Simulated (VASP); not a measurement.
AgCl (rock salt): the band gap from VASP (plane waves, PAW) at several levels of theory. Gaps are without spin-orbit coupling. Each level names its cell: its own relaxed one, PBE's, or the starting one. A gap is the smallest over the k-mesh and a band path; hybrids may have named points in place of the path, and GW has the mesh alone.

```csv
level,band gap (eV)
LDA (own cell),0.65
PBE (own cell),0.92
PBEsol (own cell),0.72
RPBE (own cell),1.16
AM05 (own cell),0.83
PBE-D3(BJ) (own cell),0.90
PBE-D4 (own cell),0.90
optB88-vdW (own cell),0.89
rev-vdW-DF2 (own cell),0.82
SCAN (own cell),1.34
r2SCAN (own cell),1.42
r2SCAN+rVV10 (own cell),1.37
HSE06 (PBE cell),2.43
HSEsol (PBE cell),2.25
PBE0 (PBE cell),3.10
B3LYP (PBE cell),2.72
Hartree-Fock (PBE cell),10.26
```

The cell of the LDA (own cell) run:

```cif
data_Ag4Cl4
_chemical_formula_sum 'Ag4 Cl4'
_space_group_name_H-M_alt 'Fm-3m'
_space_group_IT_number 225
_space_group_name_Hall '-F 4 2 3'
_cell_length_a 5.35472
_cell_length_b 5.35472
_cell_length_c 5.35472
_cell_angle_alpha 90.000
_cell_angle_beta 90.000
_cell_angle_gamma 90.000
loop_
_atom_site_label
_atom_site_type_symbol
_atom_site_symmetry_multiplicity
_atom_site_Wyckoff_symbol
_atom_site_fract_x
_atom_site_fract_y
_atom_site_fract_z
_atom_site_occupancy
Ag1 Ag 4 a 0.00000 0.00000 0.00000 1
Cl1 Cl 4 b 0.50000 0.50000 0.50000 1
```
(The calculation used a cell of 2 atoms; values per cell refer to that cell.)

Only levels that ran to the end are used. Left out are those held back, those with too coarse a band path, GW runs whose mesh misses a band edge, hybrids' fits of cells that aren't cubic and levels without matching references; a question may draw on a part of the rest.

The compound is AgCl in the rock salt structure.
